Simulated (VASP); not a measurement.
Input:

```yaml
crystal:
  lattice:
    - [1.75592, -3.04134, 0.00000]
    - [1.75592, 3.04134, 0.00000]
    - [0.00000, 0.00000, 5.47287]
  atoms:
    - { symbol: Lu, position: [0.33333, 0.66667, 0.24086] }
    - { symbol: Lu, position: [0.66667, 0.33333, 0.75000] }
```

The numbers are results of r2SCAN meta-GGA, VASP's PBE PAW potentials (set 64) (plane waves; VASP 6.6.1), not measurements. Run with 480 eV cut-off, 12×12×6 Γ-centred mesh, first-order Methfessel-Paxton smearing of 0.10 eV, potentials Lu_3.

Question: Give the force on each atom (eV/Å).

Answer: 
```
atom     Fx     Fy      Fz
----  -----  -----  ------
Lu1   0.000  0.000   0.255
Lu2   0.000  0.000  -0.255
```

Question: Give the stress tensor in GPa (positive for a compressed cell).

Answer: 
```
0.01  0.00  0.00
0.00  0.01  0.00
0.00  0.00  0.15
```
The pressure is its mean diagonal, 0.05 GPa.

The compound is Lu in the hcp structure. This cell was strained or had an atom moved on purpose.
